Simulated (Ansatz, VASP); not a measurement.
AlCo with different potentials

System: AlCo (CsCl type, first atom moved by 0.06 Å along [111]), 2 atoms in the cell.

```
Co Al
1.0
     2.85000    0.00000    0.00000
     0.00000    2.85000    0.00000
     0.00000    0.00000    2.85000
Co Al
1 1
Direct
  0.01215 0.01215 0.01215
  0.50000 0.50000 0.50000
```

All runs use HSE06; k-mesh 4×4×4 Γ-centred; Fermi–Dirac smearing of 0.1 eV; no spin polarisation. Exact exchange at q = 0 is regularized (HFRCUT = 0 in VASP). VASP pressures are printed at a fixed basis; Ansatz's pressures include its basis correction. The all-electron reference is a plane-wave run on PAW datasets generated for this crystal and functional, not LAPW.

```csv
run,pressure (GPa),Fx on Co1 (eV/Å)
"Ansatz hand-made PAW, 900 eV",-6.20,-0.246
"Ansatz PAW soft set 1, 420 eV",-6.33,-0.245
"Ansatz with JTH PAW, 1320 eV",-6.19,-0.250
"Ansatz PAW hard set, 700 eV",-6.21,-0.246
"VASP, Co_pv/Al, 352 eV",-6.51,-0.246
```

Task: What does the all-electron calculation give for these quantities?

Result: Ansatz all-electron PAW datasets made for this crystal, 310 eV: pressure -6.19 GPa, Fx on Co1 -0.246 eV/Å. All forces:

```tsv
atom	Fx (eV/Å)	Fy (eV/Å)	Fz (eV/Å)
Co1	-0.246	-0.246	-0.246
Al2	0.246	0.246	0.246
```

The k-mesh is coarse, so these values belong to this mesh and can lie far from the converged ones. Potentials made with PBE were used with another functional (at least in: Ansatz with JTH PAW, 1320 eV; Ansatz PAW hard set, 700 eV; VASP, Co_pv/Al, 352 eV).
